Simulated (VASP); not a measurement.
# Si (relaxed from the lonsdaleite structure, space group P6_3/mmc): computed properties

Computed with r2SCAN meta-GGA, VASP's PBE PAW potentials (set 64) (plane waves; VASP).

- space group = P6_3/mmc (194)
- cell = a = 3.833 Å, b = 3.833 Å, c = 6.332 Å, α = 90.00°, β = 90.00°, γ = 120.00°
- volume per atom = 20.14 Å³/atom
- band gap (over mesh and band path) = 0.62 eV
- smallest direct gap (over mesh and band path) = 1.36 eV
- band-edge character = indirect, Γ to M
- density = 2.32 g/cm³
- mean ε∞ (independent particles) = 11.94

```yaml
crystal:
  lattice:
    - [3.83318, 0.00000, 0.00000]
    - [-1.91659, 3.31963, 0.00000]
    - [0.00000, 0.00000, 6.33162]
  atoms:
    - { symbol: Si, position: [0.33333, 0.66667, 0.06283] }
    - { symbol: Si, position: [0.66667, 0.33333, 0.56283] }
    - { symbol: Si, position: [0.66667, 0.33333, 0.93717] }
    - { symbol: Si, position: [0.33333, 0.66667, 0.43717] }
```

The structure was generated: Si was put into the lonsdaleite type (P6_3/mmc), which need not be its known phase. It was relaxed first, which changed the volume by +16 %. Symmetry was kept, so distortions that lower it aren't found.
